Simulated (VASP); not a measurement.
Computed with LDA (Ceperley-Alder, Perdew-Zunger), VASP's LDA PAW potentials (set 64) (plane waves; VASP 6.6.1).

VASP ran on this input.

INCAR:
```
SYSTEM = Co
PREC = Accurate; ENCUT = 520; LREAL = .FALSE.
LASPH = .TRUE.
EDIFF = 1E-6; NELM = 100; ALGO = Normal
LMAXMIX = 4
ISMEAR = 1; SIGMA = 0.1
MAGMOM = 1.8 1.8
ISPIN = 2
IBRION = 2; NSW = 60; ISIF = 3
EDIFFG = -0.01
LWAVE = .FALSE.; LCHARG = .FALSE.; LORBIT = 10
```

**POSCAR**
```
Co
1
    1.2550000000    -2.1737240000     0.0000000000
    1.2550000000     2.1737240000     0.0000000000
    0.0000000000     0.0000000000     4.0700000000
Co
2
Direct
  0.3333330000   0.6666670000   0.2500000000
  0.6666670000   0.3333330000   0.7500000000
```

File KPOINTS:
```
kpoints
0
gamma
15 15 8
0 0 0
```

POTCAR, in this order: Co (LDA.64 set). Program: vasp_std.

What VASP printed:

**OSZICAR**
```
       N       E                     dE             d eps       ncg     rms          rms(c)
DAV:   1     0.802290089273E+02    0.80229E+02   -0.83395E+03  8203   0.159E+03
DAV:   2    -0.161864770914E+02   -0.96415E+02   -0.89301E+02  8142   0.258E+02
DAV:   3    -0.184562987694E+02   -0.22698E+01   -0.22031E+01  9696   0.568E+01
DAV:   4    -0.184900873164E+02   -0.33789E-01   -0.33779E-01 11891   0.530E+00
DAV:   5    -0.184903685951E+02   -0.28128E-03   -0.28127E-03  9830   0.461E-01    0.149E+01
DAV:   6    -0.166745736960E+02    0.18158E+01   -0.15729E+01  8660   0.816E+01    0.829E+00
DAV:   7    -0.161103089405E+02    0.56426E+00   -0.23871E+00  8884   0.308E+01    0.373E+00
DAV:   8    -0.160899370143E+02    0.20372E-01   -0.14713E-02 11581   0.123E+00    0.167E+00
DAV:   9    -0.160747479008E+02    0.15189E-01   -0.37595E-03 11953   0.103E+00    0.492E-01
DAV:  10    -0.160736462565E+02    0.11016E-02   -0.41491E-04 10636   0.271E-01    0.174E-01
DAV:  11    -0.160734380625E+02    0.20819E-03   -0.63084E-05 10894   0.122E-01    0.349E-02
DAV:  12    -0.160734243239E+02    0.13739E-04   -0.55454E-06  9336   0.242E-02    0.206E-02
DAV:  13    -0.160734190361E+02    0.52878E-05   -0.25601E-06  6104   0.234E-02    0.102E-02
DAV:  14    -0.160734192202E+02   -0.18411E-06   -0.57673E-07  5117   0.115E-02
   1 F= -.16073419E+02 E0= -.16073940E+02  d E =-.160734E+02  mag=     3.1860
       N       E                     dE             d eps       ncg     rms          rms(c)
DAV:   1    -0.267955574866E+02   -0.10722E+02   -0.12899E+02  8114   0.194E+02    0.323E+01
DAV:   2    -0.170892921570E+02    0.97063E+01   -0.35826E+01  8891   0.136E+02    0.132E+01
DAV:   3    -0.162891910164E+02    0.80010E+00   -0.27552E+00  9332   0.330E+01    0.717E+00
DAV:   4    -0.161140411304E+02    0.17515E+00   -0.46900E-02 11568   0.209E+00    0.297E+00
DAV:   5    -0.159695833508E+02    0.14446E+00   -0.40616E-02 12642   0.297E+00    0.596E-01
DAV:   6    -0.159672858515E+02    0.22975E-02   -0.11426E-02  9890   0.217E+00    0.203E-01
DAV:   7    -0.159675441094E+02   -0.25826E-03   -0.28830E-04 10349   0.215E-01    0.800E-02
DAV:   8    -0.159676000566E+02   -0.55947E-04   -0.45366E-05 10383   0.112E-01    0.604E-02
DAV:   9    -0.159676054646E+02   -0.54080E-05   -0.64148E-06  9907   0.411E-02    0.466E-02
DAV:  10    -0.159676182006E+02   -0.12736E-04   -0.15428E-05  6789   0.674E-02    0.184E-02
DAV:  11    -0.159676214389E+02   -0.32382E-05   -0.67485E-06  7239   0.447E-02    0.467E-03
DAV:  12    -0.159676215180E+02   -0.79167E-07   -0.34472E-07  4310   0.678E-03
   2 F= -.15967622E+02 E0= -.15966889E+02  d E =0.105798E+00  mag=     2.0468
       N       E                     dE             d eps       ncg     rms          rms(c)
DAV:   1    -0.197554837957E+02   -0.37879E+01   -0.45540E+01  8100   0.137E+02    0.156E+01
DAV:   2    -0.169465023318E+02    0.28090E+01   -0.17220E+01  8800   0.799E+01    0.865E+00
DAV:   3    -0.163541661056E+02    0.59234E+00   -0.16304E+00  8786   0.269E+01    0.446E+00
DAV:   4    -0.163025607269E+02    0.51605E-01   -0.32684E-02  9732   0.197E+00    0.195E+00
DAV:   5    -0.162492659385E+02    0.53295E-01   -0.16039E-02 12423   0.174E+00    0.359E-01
DAV:   6    -0.162489990111E+02    0.26693E-03   -0.92039E-04 10886   0.399E-01    0.116E-01
DAV:   7    -0.162491388721E+02   -0.13986E-03   -0.43082E-05 10191   0.758E-02    0.698E-02
DAV:   8    -0.162491541930E+02   -0.15321E-04   -0.97997E-06  9740   0.415E-02    0.245E-02
DAV:   9    -0.162491510827E+02    0.31103E-05   -0.47523E-07  4428   0.128E-02    0.241E-03
DAV:  10    -0.162491510727E+02    0.99787E-08   -0.27374E-07  4141   0.627E-03
   3 F= -.16249151E+02 E0= -.16248958E+02  d E =-.175732E+00  mag=     3.0028
       N       E                     dE             d eps       ncg     rms          rms(c)
DAV:   1    -0.162551256845E+02   -0.59746E-02   -0.65924E-02  8121   0.492E+00    0.606E-01
DAV:   2    -0.162507063316E+02    0.44194E-02   -0.23750E-02  8702   0.329E+00    0.363E-01
DAV:   3    -0.162497926242E+02    0.91371E-03   -0.25984E-03  8751   0.108E+00    0.165E-01
DAV:   4    -0.162497073900E+02    0.85234E-04   -0.32732E-05 10372   0.743E-02    0.588E-02
DAV:   5    -0.162496318219E+02    0.75568E-04   -0.15360E-05 12473   0.560E-02    0.880E-03
DAV:   6    -0.162496320248E+02   -0.20294E-06   -0.11765E-06  5642   0.122E-02
   4 F= -.16249632E+02 E0= -.16249410E+02  d E =-.176213E+00  mag=     2.9928
       N       E                     dE             d eps       ncg     rms          rms(c)
DAV:   1    -0.162505835781E+02   -0.95176E-03   -0.12265E-02  8107   0.213E+00    0.260E-01
DAV:   2    -0.162497695132E+02    0.81406E-03   -0.43592E-03  8716   0.141E+00    0.155E-01
DAV:   3    -0.162496027202E+02    0.16679E-03   -0.47216E-04  8800   0.459E-01    0.708E-02
DAV:   4    -0.162495872049E+02    0.15515E-04   -0.59528E-06 10080   0.318E-02    0.253E-02
DAV:   5    -0.162495733476E+02    0.13857E-04   -0.22573E-06  7785   0.241E-02    0.394E-03
DAV:   6    -0.162495734398E+02   -0.92254E-07   -0.98392E-07  5437   0.109E-02
   5 F= -.16249573E+02 E0= -.16249344E+02  d E =-.176154E+00  mag=     2.9884
       N       E                     dE             d eps       ncg     rms          rms(c)
DAV:   1    -0.162536290836E+02   -0.40557E-02   -0.60741E-02  8779   0.403E+00    0.493E-01
DAV:   2    -0.162505067375E+02    0.31223E-02   -0.14871E-02  9745   0.259E+00    0.291E-01
DAV:   3    -0.162498643046E+02    0.64243E-03   -0.16722E-03  9241   0.863E-01    0.146E-01
DAV:   4    -0.162497658561E+02    0.98448E-04   -0.42811E-05  8710   0.746E-02    0.479E-02
DAV:   5    -0.162497131754E+02    0.52681E-04   -0.24934E-05 12551   0.565E-02    0.109E-02
DAV:   6    -0.162497119103E+02    0.12650E-05   -0.25854E-06  7394   0.294E-02    0.368E-03
DAV:   7    -0.162497119828E+02   -0.72506E-07   -0.26734E-07  4106   0.646E-03
   6 F= -.16249712E+02 E0= -.16249503E+02  d E =-.138543E-03  mag=     2.9971
       N       E                     dE             d eps       ncg     rms          rms(c)
DAV:   1    -0.162501224208E+02   -0.41051E-03   -0.57436E-03  8779   0.124E+00    0.152E-01
DAV:   2    -0.162498258426E+02    0.29658E-03   -0.14082E-03  9745   0.798E-01    0.898E-02
DAV:   3    -0.162497647861E+02    0.61056E-04   -0.15827E-04  9234   0.265E-01    0.452E-02
DAV:   4    -0.162497553670E+02    0.94191E-05   -0.40613E-06  8674   0.229E-02    0.147E-02
DAV:   5    -0.162497502262E+02    0.51408E-05   -0.17796E-06  6547   0.175E-02    0.328E-03
DAV:   6    -0.162497501193E+02    0.10685E-06   -0.93774E-07  4505   0.151E-02
   7 F= -.16249750E+02 E0= -.16249534E+02  d E =-.176680E-03  mag=     2.9945
       N       E                     dE             d eps       ncg     rms          rms(c)
DAV:   1    -0.162497557525E+02   -0.55263E-05   -0.92592E-05  8786   0.157E-01    0.193E-02
DAV:   2    -0.162497510627E+02    0.46899E-05   -0.22826E-05  9766   0.102E-01    0.113E-02
DAV:   3    -0.162497500621E+02    0.10006E-05   -0.25341E-06  6523   0.337E-02    0.566E-03
DAV:   4    -0.162497499271E+02    0.13499E-06   -0.64116E-08  4050   0.294E-03
   8 F= -.16249750E+02 E0= -.16249533E+02  d E =-.176487E-03  mag=     2.9941
       N       E                     dE             d eps       ncg     rms          rms(c)
DAV:   1    -0.162500344444E+02   -0.28438E-03   -0.55835E-03  9136   0.988E-01    0.123E-01
DAV:   2    -0.162498263451E+02    0.20810E-03   -0.73405E-04  9773   0.581E-01    0.709E-02
DAV:   3    -0.162497834441E+02    0.42901E-04   -0.97319E-05  9598   0.201E-01    0.398E-02
DAV:   4    -0.162497723632E+02    0.11081E-04   -0.61119E-06  8682   0.255E-02    0.133E-02
DAV:   5    -0.162497694361E+02    0.29271E-05   -0.21158E-06  6505   0.176E-02    0.267E-03
DAV:   6    -0.162497692817E+02    0.15432E-06   -0.56084E-07  4162   0.126E-02
   9 F= -.16249769E+02 E0= -.16249550E+02  d E =-.193547E-04  mag=     2.9927
```

File OUTCAR:
```
------------------------ aborting loop because EDIFF is reached ----------------------------------------
  FORCE on cell =-STRESS in cart. coord.  units (eV):
  Direction    XX          YY          ZZ          XY          YZ          ZX
  --------------------------------------------------------------------------------------
  Total        0.0072237      0.0072237      0.0144514      0.0000000      0.0000000     -0.0000000
  in kB        0.5805855      0.5805856      1.1614890      0.0000000      0.0000000     -0.0000000
  external PRESSURE =       0.7742200 kB  Pullay stress =       0.0000000 kB
  volume of cell :       19.93
      direct lattice vectors                 reciprocal lattice vectors
     1.213115735 -2.101178302 -0.000000000     0.412161829 -0.237961719 -0.000000000
     1.213115735  2.101178302  0.000000000     0.412161829  0.237961719 -0.000000000
     0.000000000  0.000000000  3.910304405     0.000000000 -0.000000000  0.255734566
 POSITION                                       TOTAL-FORCE (eV/Angst)
 -----------------------------------------------------------------------------------
      1.21312      0.70039      0.97758         0.000000      0.000000      0.000000
      1.21312     -0.70039      2.93273        -0.000000     -0.000000      0.000000
 -----------------------------------------------------------------------------------
    total drift:                               -0.000022     -0.000006     -0.000030
  FREE ENERGIE OF THE ION-ELECTRON SYSTEM (eV)
  ---------------------------------------------------
  free  energy   TOTEN  =       -16.2497692817 eV

  energy  without entropy=      -16.2491120783  energy(sigma->0) =      -16.24955021

 total charge

# of ion       s       p       d       tot
------------------------------------------
    1        0.525   0.594   7.341   8.460
    2        0.525   0.594   7.341   8.460
--------------------------------------------------
tot          1.050   1.187  14.683  16.920

 magnetization (x)

# of ion       s       p       d       tot
------------------------------------------
    1       -0.013  -0.038   1.540   1.488
    2       -0.013  -0.038   1.540   1.488
--------------------------------------------------
tot         -0.026  -0.076   3.079   2.977

 reached required accuracy - stopping structural energy minimisation
```
(Selected blocks of OUTCAR.)

File CONTCAR:
```
Co
   1.00000000000000
     1.2131157353948108   -2.1011783019084018   -0.0000000000000000
     1.2131157353948108    2.1011783019084018    0.0000000000000000
     0.0000000000000000    0.0000000000000000    3.9103044045655859
  Co
     2
Direct
     0.3333330000000032    0.6666669999999968    0.2500000000000000
     0.6666669999999968    0.3333330000000032    0.7500000000000000
```

### OUTCAR
```
 val. band max:       11.1574189479   @ k =   0.2667   0.1333   0.0000

 cond. band min:      11.1686768938   @ k =   0.1333   0.1333   0.1250


 Fermi energy:        11.1674677276

 spin component 1

 k-point     1 :       0.0000    0.0000    0.0000
  band No.  band energies     occupation
      1       1.7615      1.00000
      2       5.6971      1.00000
      3       8.5918      1.00000
      4       8.6036      1.00000
      5       8.6036      1.00000
      6       8.9746      1.00000
      7       8.9746      1.00000
      8       9.3682      1.00000
      9       9.3683      1.00000
     10      10.6594      1.00000
     11      10.6594      1.00000
     12      11.1001      0.95053
     13      18.4555      0.00000
     14      33.8172      0.00000
     15      37.1747      0.00000

 k-point     2 :       0.0667    0.0000    0.0000
  band No.  band energies     occupation
      1       1.9278      1.00000
      2       5.8011      1.00000
      3       8.3893      1.00000
      4       8.6874      1.00000
      5       8.7797      1.00000
      6       8.9341      1.00000
      7       9.0486      1.00000
      8       9.2652      1.00000
      9       9.3139      1.00000
     10       9.8665      1.00000
     11      10.6835      1.00000
     12      12.1006     -0.00000
     13      18.4763      0.00000
     14      32.8371      0.00000
     15      34.9867      0.00000

 k-point     3 :       0.1333    0.0000    0.0000
  band No.  band energies     occupation
      1       2.4147      1.00000
      2       6.0800      1.00000
      3       8.1357      1.00000
      4       8.7105      1.00000
      5       8.7886      1.00000
      6       8.9295      1.00000
      7       9.0297      1.00000
      8       9.1714      1.00000
      9       9.2617      1.00000
     10       9.4082      1.00000
     11      10.7407      1.00000
     12      13.4325      0.00000
     13      18.5475      0.00000
...
```

Energy and stress use the plane-wave basis of the starting cell.

The compound is Co in the hcp structure. This run relaxes it. Symmetry was kept, so distortions that lower it aren't found.
